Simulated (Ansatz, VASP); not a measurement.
# NbCd3: VASP beside Ansatz

INCAR

```
PREC = Accurate ; ENCUT = 520
EDIFF = 1E-8 ; ISMEAR = -1
SIGMA = 0.03 ; LREAL = False
LASPH = True ; NELM = 100
ALGO = Fast ; ISIF = 2
LWAVE = False ; LCHARG = False
GGA = PS ; LEFG = True
NBANDS = 32
```

File KPOINTS:

```
Automatic mesh
0
Gamma
  9 9 9
```

The input POSCAR:

```
NbCd3
1.0
    4.3197670000      0.0000000000      0.0000000000
    0.0000000000      4.3197670000      0.0000000000
    0.0000000000      0.0000000000      4.3197670000
Nb Cd
1 3
Direct
    0.0000000000      0.0000000000      0.0000000000
    0.5000000000      0.5000000000      0.0000000000
    0.5000000000      0.0000000000      0.5000000000
    0.0000000000      0.5000000000      0.5000000000
```

Input for Ansatz:

```yaml
crystal:
  lattice:
    - [4.319767, 0.0, 0.0]
    - [0.0, 4.319767, 0.0]
    - [0.0, 0.0, 4.319767]
  atoms:
    - { symbol: Nb, position: [0.0, 0.0, 0.0] }
    - { symbol: Cd, position: [0.5, 0.5, 0.0] }
    - { symbol: Cd, position: [0.5, 0.0, 0.5] }
    - { symbol: Cd, position: [0.0, 0.5, 0.5] }
kpoints:
  mp_grid: { grid: [9, 9, 9] }
  band_path:
    path:
      - [0.0, 0.0, 0.0]
      - [0.0, 0.5, 0.0]
      - [0.5, 0.5, 0.0]
      - [0.0, 0.0, 0.0]
      - [0.5, 0.5, 0.5]
      - [0.0, 0.5, 0.0]
      - [0.5, 0.5, 0.5]
      - [0.5, 0.5, 0.0]
    npoints: 8
scf:
  occupations: { method: fermi_dirac, width: 0.03 }
hamiltonian:
  xc: pbesol
  pseudopotentials: { kind: paw }
output:
  forces: true
  stress: true
  eigenvalues: true
  efg: { contact_densities: true }
  populations: true
  bader: true
  dos: { projected: true, de: 0.2, e_range: [-14, 8] }
```

Alike in both runs: task electric field gradients; functional PBEsol; k mesh 9 × 9 × 9; occupations fermi-dirac, width 0.03 eV; no spin polarisation.

|  | VASP | Ansatz |
| --- | --- | --- |
| version | VASP 6.6.1 | Ansatz 0.2.0 |
| potentials or method | VASP PAW PBE potentials, release 64 (Nb_sv, Cd) | PAW with Ansatz's default frozen-core files, scalar-relativistic |
| plane-wave cutoff (eV) | 520 | 420 |
| valence electrons in the cell | 49 | 73 |

Ansatz gave:

```
pressure (GPa)                                                 : -5.9
Vzz of the field gradient on the site that differs most (V/Å²) : 104.9
```

Question: Which values does VASP return?

Answer: Pressure (GPa): -5.6; Vzz of the field gradient on the site that differs most (V/Å²): 100.7.

The two sets of potentials don't hold the same shells in valence. Ansatz warned: «gradients_without_spin_orbit».

Caveats: the PAW data sets were made with another functional, which shifts forces and pressure a little (VASP).
